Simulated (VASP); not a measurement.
Level of theory: MS2 meta-GGA, VASP's PBE PAW potentials (set 64) (plane waves; VASP).

VASP input:

File KPOINTS:
```
Automatic mesh
0
Gamma
9 9 9
0 0 0
```

### POSCAR
```
LiCl
1
    0.0000000000     2.5834222171     2.5834222171
    2.5834222171     0.0000000000     2.5834222171
    2.5834222171     2.5834222171     0.0000000000
Li Cl
1 1
Direct
  0.0000000000   0.0000000000   0.0000000000
  0.5000000000   0.5000000000   0.5000000000
```

### INCAR
```
LCHARG  =  F
NELM  =  100   # most electronic steps
METAGGA  =  MS2
LREAL  =  F
EDIFF  =  1E-7
SYSTEM  =  LiCl
PREC  =  Accurate
ALGO  =  Normal   # blocked Davidson
SIGMA  =  0.05
ENCUT  =  520   # plane-wave cut-off (eV)
LWAVE  =  F
LMIXTAU  =  T
ISIF  =  2   # forces and stress, cell fixed
ISMEAR  =  0
LASPH  =  T
```

POTCAR, in this order: Li_sv Cl (PBE.64 set). Program: vasp_std.

Question: What does the run give for the energy per atom (σ→0), pressure, band gap (on the k-mesh)?

Answer: 
| Quantity | Value |
|---|---|
| energy per atom (σ→0) | -642.3 kJ/mol of atoms |
| band gap (on the k-mesh) | 7.06 eV |
| pressure | -1.86 GPa |

OSZICAR:
```
...
DAV:  17    -0.133129367748E+02   -0.15901E-04   -0.42433E-06   801   0.234E-02    0.181E-02
DAV:  18    -0.133129443773E+02   -0.76025E-05   -0.13377E-06   653   0.163E-02    0.125E-02
DAV:  19    -0.133129469960E+02   -0.26187E-05   -0.13027E-06   646   0.164E-02    0.615E-03
DAV:  20    -0.133129478596E+02   -0.86356E-06   -0.26981E-07   689   0.745E-03    0.416E-03
DAV:  21    -0.133129475814E+02    0.27825E-06   -0.55352E-08   684   0.262E-03    0.201E-03
DAV:  22    -0.133129477817E+02   -0.20033E-06   -0.35385E-08   645   0.229E-03    0.108E-03
DAV:  23    -0.133129476939E+02    0.87750E-07   -0.23232E-09   339   0.660E-04
   1 F= -.13312948E+02 E0= -.13312948E+02  d E =-.174778E-19
```

The compound is LiCl in the rock salt structure. This cell is one point of a volume scan, at 1.06 of the reference volume.
